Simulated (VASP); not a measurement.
A convergence study with VASP on CeO2 (space group no. 225 when undisturbed): a few settings are varied, all else stays as given below, so the limit is that of these other settings. One atom is moved off its site, so that forces are finite.

```yaml
crystal:
  lattice:
    - [0.00000, 2.69148, 2.69148]
    - [2.69148, 0.00000, 2.69148]
    - [2.69148, 2.69148, 0.00000]
  atoms:
    - { symbol: Ce, position: [0.00929, 0.00929, 0.99071] }
    - { symbol: O, position: [0.25000, 0.25000, 0.25000] }
    - { symbol: O, position: [0.75000, 0.75000, 0.75000] }
```

These are PBE GGA, VASP's PBE PAW potentials (set 64) (plane waves; VASP 6.6.1) values and carry that method's errors. The last row used: 400 eV cut-off, 15×15×15 Γ-centred mesh shifted by (0.5, 0.5, 0.5), Fermi-Dirac smearing of 0.010 eV, potentials Ce O.

Gaps are read on the run's mesh, which can miss a band edge.

| setting | E (eV/atom) | pressure (GPa) | largest force (eV/Å) | gap on the mesh (eV) | irreducible k-points |
|---|---|---|---|---|---|
| 2×2×2 mesh | -8.7342 | 3.49 | 0.397 | 2.395 | 3 |
| 3×3×3 mesh | -8.7396 | 3.76 | 0.412 | 2.150 | 10 |
| 4×4×4 mesh | -8.7390 | 3.72 | 0.412 | 2.145 | 20 |
| 5×5×5 mesh | -8.7384 | 3.68 | 0.412 | 2.061 | 39 |
| 6×6×6 mesh | -8.7381 | 3.64 | 0.412 | 2.057 | 63 |
| 7×7×7 mesh | -8.7382 | 3.66 | 0.412 | 2.034 | 100 |
| 8×8×8 mesh | -8.7381 | 3.67 | 0.412 | 2.027 | 144 |
| 9×9×9 mesh | -8.7384 | 3.67 | 0.412 | 2.024 | 205 |
| 10×10×10 mesh | -8.7383 | 3.65 | 0.412 | 2.015 | 275 |
| 11×11×11 mesh | -8.7383 | 3.67 | 0.412 | 2.017 | 366 |
| 12×12×12 mesh | -8.7382 | 3.65 | 0.412 | 2.009 | 468 |
| 14×14×14 mesh | -8.7383 | 3.67 | 0.412 | 2.006 | 735 |
| 15×15×15 mesh | -8.7383 | 3.67 | 0.412 | 2.007 | 904 |

Left out are rungs that failed or repeat a setting and relaxations that didn't move; long series are thinned to 24 rows.

The structure is a typed CeO2 crystal (space group no. 225). The cell was not relaxed at this level, it is distorted from the ideal structure. The run is not spin-polarised, so no magnetic state was tried.
